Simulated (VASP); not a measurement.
Input:

```
CELL_PARAMETERS angstrom
      0.00000     1.95241     1.95241
      1.95241     0.00000     1.95241
      1.95241     1.95241     0.00000
ATOMIC_POSITIONS crystal
  Rh 0.00000 0.00000 0.00000
```

Computed with vdW-DF2, VASP's PBE PAW potentials (set 64) (plane waves; VASP). Numerical set-up: 520 eV cut-off, 16×16×16 Γ-centred mesh, first-order Methfessel-Paxton smearing of 0.10 eV, potentials Rh_pv.

### Question
Estimate the energy per atom (σ→0), pressure, band gap (on the k-mesh) with the smallest direct gap where there is one.

### Answer

```json
{
 "band gap (on the k-mesh)": "none (metal, semimetal or under 0.01 eV)",
 "energy per atom (σ→0)": "-2.988 eV/atom",
 "pressure": "6.37 GPa"
}
```

The absolute energy has meaning only against runs of the same code, potentials and settings.

The compound is Rh in the fcc structure. This cell is one point of a volume scan, at 0.97 of the reference volume.
